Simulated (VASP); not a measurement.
VASP runs on AuZn (space group Pm-3m) share one base input (LDA (Ceperley-Alder, Perdew-Zunger), plane waves, VASP's LDA PAW potentials (set 64)) and change the settings named in each case.

KPOINTS:
```
Regular mesh
0
G
  14 14 14
0 0 0
```

File POSCAR:
```
AuZn
3.150
  1.0000000000   0.0000000000   0.0000000000
  0.0000000000   1.0000000000   0.0000000000
  0.0000000000   0.0000000000   1.0000000000
Zn Au
1 1
Direct
  0.5000000000   0.5000000000   0.5000000000
  0.0000000000   0.0000000000   0.0000000000
```

INCAR:
```
ALGO  =  Normal
EDIFF  =  1E-6
ENCUT  =  300
ISIF  =  2
ISMEAR  =  -1
LASPH  =  .TRUE.
LCHARG  =  .FALSE.
LMAXMIX  =  6
LREAL  =  .FALSE.
LWAVE  =  .FALSE.
NELM  =  100
PREC  =  Accurate
SIGMA  =  0.1
SYSTEM  =  AuZn
```

POTCAR, in this order: Zn Au (LDA.64 set). Program: vasp_std.

```tsv
change	E(σ→0) (eV/atom)	pressure (GPa)	−TS (eV)
base run	-3.3665	-7.11	-0.0182
GGA = PS, POTCAR Zn Au (PBE.64 set)	-2.9762	-3.10	-0.0182
GGA_COMPAT = .FALSE., LNONCOLLINEAR = .TRUE., LSORBIT = .TRUE., MAGMOM = 0.0 0.0 0.0 0.0 0.0 0.0, program vasp_ncl	-3.5149	-7.61	-0.0182
KPOINTS 6×6×6 Γ-centred mesh	-3.3483	-6.99	-0.0271
```
 Energies of different potentials or functionals have different zeros.  Unless said otherwise, spin-orbit coupling is left out, though it shifts the bands of the heavy elements here. At 300 eV the pressure can carry a Pulay error.

Left out are runs that ran out of time, are held back, or changed the cell or the kind of run, fixed moments of cells without a moment, rows past the twelfth, gaps on odd meshes, pressures of charged cells and columns that move by less than the noise.

The structure is a typed AuZn crystal (Pm-3m). The cell was not relaxed at this level.
